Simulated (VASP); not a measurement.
A convergence study with VASP on Al2Pd (space group Fm-3m): one setting is varied, all else stays as given below, so the limit is that of these other settings.

```
CELL_PARAMETERS angstrom
      0.00000     2.94954     2.94954
      2.94954     0.00000     2.94954
      2.94954     2.94954     0.00000
ATOMIC_POSITIONS crystal
  Al 0.25000 0.25000 0.25000
  Al 0.75000 0.75000 0.75000
  Pd 0.00000 0.00000 0.00000
```

Method: PBEsol GGA, VASP's PBE PAW potentials (set 64) (plane waves; VASP). The tightest run used: 550 eV cut-off, 18×18×18 Γ-centred mesh, tetrahedra with Blöchl corrections, potentials Al Pd.

```tsv
setting	E (eV/atom)	pressure (GPa)	irreducible k-points
3×3×3 mesh	-5.3414	-0.86	4
4×4×4 mesh	-5.3467	-1.05	8
5×5×5 mesh	-5.3255	-0.92	10
```

These are the cheaper rows. Estimate the results at 18×18×18 mesh, and how far the last row shown lies from them.

```csv
quantity,tightest run,last row shown is off by
E (eV/atom),-5.3270,0.0015
pressure (GPa),-0.68,-0.24
```

Left out are rungs that failed or repeat a setting and relaxations that didn't move; long series are thinned to 24 rows.

The structure comes from a computed database's Al2Pd entry (Fm-3m); how it stands against other phases isn't given here. The cell was not relaxed at this level.
